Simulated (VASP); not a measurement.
Given:

```
CELL_PARAMETERS angstrom
      0.00000     2.22601     2.22601
      2.22601     0.00000     2.22601
      2.22601     2.22601     0.00000
ATOMIC_POSITIONS crystal
  B  0.00000 0.00000 0.00000
  P  0.25000 0.25000 0.25000
```

All values below come from TPSS meta-GGA, VASP's PBE PAW potentials (set 64) (plane waves; VASP). Numerical set-up: 520 eV cut-off, 10×10×10 Γ-centred mesh, Gaussian smearing of 0.050 eV, potentials B P.

### Question
Give the stress tensor in GPa (positive for a compressed cell).

### Answer

```
11.25   0.00   0.00
 0.00  11.25   0.00
 0.00   0.00  11.25
```
The pressure is its mean diagonal, 11.25 GPa.

The compound is BP in the zinc blende structure. This cell is one point of a volume scan, at 0.94 of the reference volume.
